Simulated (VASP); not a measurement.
Here is the system:

```xyz
2
Lattice="0.0000 3.2300 3.2300 3.2300 0.0000 3.2300 3.2300 3.2300 0.0000" Properties=species:S:1:pos:R:3 pbc="T T T"
Hg     0.0000     0.0000     0.0000
Te     4.8450     4.8450     4.8450
```

These are PBE GGA, VASP's PBE PAW potentials (set 64) (plane waves; VASP) values and carry that method's errors. Settings: 480 eV cut-off, 7×7×7 Γ-centred mesh, Gaussian smearing of 0.050 eV, potentials Hg Te.

Energy and stress use the plane-wave basis of the starting cell.

Q: The ions, cell shape and volume are relaxed. Which structure does the run end with?

A: 
```xyz
2
Lattice="0.0000 3.3280 3.3280 3.3280 0.0000 3.3280 3.3280 3.3280 0.0000" Properties=species:S:1:pos:R:3 pbc="T T T"
Hg     0.0000     0.0000     0.0000
Te     4.9920     4.9920     4.9920
```
Space group F-43m (216), at a tolerance of 0.03 Å.

Q: How do energy and volume change from the first to the last step?

A: The energy (σ→0) changes by -34.9 meV/atom and the volume by +9.4 %, in 3 ionic steps.

| step | E(σ→0) (eV) | max force (eV/Å) | pressure (GPa) | volume (Å³) |
|---|---|---|---|---|
| 1 | -3.5771 | 0.000 | 3.86 | 67.40 |
| 2 | -3.6421 | 0.000 | -0.80 | 75.62 |
| 3 | -3.6469 | 0.000 | 0.01 | 73.72 |

The compound is HgTe in the zinc blende structure. This run relaxes it. Symmetry was kept, so distortions that lower it aren't found.
